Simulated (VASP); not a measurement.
Input for VASP

### INCAR
```
SYSTEM = CaO
PREC = Accurate
ENCUT = 520
EDIFF = 1E-6
NELM = 60
ALGO = Normal
LREAL = .FALSE.
LASPH = .TRUE.
ISMEAR = 0
SIGMA = 0.05
GGA = PE
LWAVE = .FALSE.
LCHARG = .FALSE.
ISIF = 2
```

File KPOINTS:
```
Automatic mesh
0
Gamma
7 7 7
0 0 0
```

POSCAR:
```
CaO
1
    0.0000000000     2.4531000000     2.4531000000
    2.4531000000     0.0000000000     2.4531000000
    2.4531000000     2.4531000000     0.0000000000
Ca O
1 1
Direct
  0.0000000000   0.0000000000   0.0000000000
  0.5000000000   0.5000000000   0.5000000000
```

POTCAR, in this order: O Ca_sv (PBE.64 set). Program: vasp_std.

What happens when VASP runs on this input?

There is a fault: POTCAR lists the elements in another order than POSCAR. The run ends without an error. Against the sound run, the pressure stays essentially unchanged; the band gap stays essentially unchanged.

standard output:
```
 POSCAR found type information on POSCAR CaO
 POSCAR found :  2 types and       2 ions
 Reading from existing POTCAR
 Reading from existing POTCAR
 WARNING: type information on POSCAR and POTCAR are incompatible
 POTCAR overwrites the type information in POSCAR
 typ   1 type information:  Ca O
 WARNING: type information on POSCAR and POTCAR are incompatible
 POTCAR overwrites the type information in POSCAR
 typ   2 type information:  O  Ca
 LDA part: xc-table for (Slater+PW92), standard interpolation
 POSCAR, INCAR and KPOINTS ok, starting setup
 WAVECAR not read
 entering main loop
       N       E                     dE             d eps       ncg     rms          rms(c)
DAV:   1     0.117656511835E+03    0.11766E+03   -0.81995E+03   480   0.132E+03
DAV:   2    -0.720877922272E+01   -0.12487E+03   -0.11745E+03   544   0.331E+02
DAV:   3    -0.140688203320E+02   -0.68600E+01   -0.68067E+01   668   0.743E+01
DAV:   4    -0.145022034615E+02   -0.43338E+00   -0.43315E+00   720   0.123E+01
DAV:   5    -0.145042827629E+02   -0.20793E-02   -0.20793E-02   616   0.110E+00    0.857E+00
DAV:   6    -0.128470592078E+02    0.16572E+01   -0.91222E+00   544   0.273E+01    0.382E+00
DAV:   7    -0.127920416179E+02    0.55018E-01   -0.76925E-01   668   0.841E+00    0.176E+00
DAV:   8    -0.127924367393E+02   -0.39512E-03   -0.76246E-02   516   0.319E+00    0.406E-01
DAV:   9    -0.127909998572E+02    0.14369E-02   -0.21332E-02   600   0.114E+00    0.132E-01
DAV:  10    -0.127915350215E+02   -0.53516E-03   -0.20221E-03   516   0.449E-01    0.246E-02
DAV:  11    -0.127915706986E+02   -0.35677E-04   -0.30186E-04   712   0.139E-01    0.258E-02
DAV:  12    -0.127915619988E+02    0.86998E-05   -0.35283E-05   580   0.667E-02    0.608E-03
DAV:  13    -0.127915615611E+02    0.43769E-06   -0.43444E-06   628   0.190E-02
   1 F= -.12791562E+02 E0= -.12791562E+02  d E =-.567932E-16
```

OUTCAR:
```
------------------------ aborting loop because EDIFF is reached ----------------------------------------
  FORCE on cell =-STRESS in cart. coord.  units (eV):
  Direction    XX          YY          ZZ          XY          YZ          ZX
  --------------------------------------------------------------------------------------
  Total       -0.7345070     -0.7345070     -0.7345070     -0.0000000      0.0000000     -0.0000000
  in kB      -39.8594024    -39.8594024    -39.8594024     -0.0000000      0.0000000     -0.0000000
  external PRESSURE =     -39.8594024 kB  Pullay stress =       0.0000000 kB
  volume of cell :       29.52
      direct lattice vectors                 reciprocal lattice vectors
     0.000000000  2.453100000  2.453100000    -0.203823733  0.203823733  0.203823733
     2.453100000  0.000000000  2.453100000     0.203823733 -0.203823733  0.203823733
     2.453100000  2.453100000  0.000000000     0.203823733  0.203823733 -0.203823733
  FREE ENERGIE OF THE ION-ELECTRON SYSTEM (eV)
  ---------------------------------------------------
  free  energy   TOTEN  =       -12.7915615611 eV

  energy  without entropy=      -12.7915615611  energy(sigma->0) =      -12.79156156
```
(Selected blocks of OUTCAR.)

To mend it, use POTCAR Ca_sv O of the PBE.64 set.

The mended run (PBE GGA, plane waves, VASP's PBE PAW potentials (set 64)) converges, and its OSZICAR ends with
```
   1 F= -.12791562E+02 E0= -.12791562E+02  d E =-.668360E-15
```

The compound is CaO in the rock salt structure. The cell was not relaxed at this level.
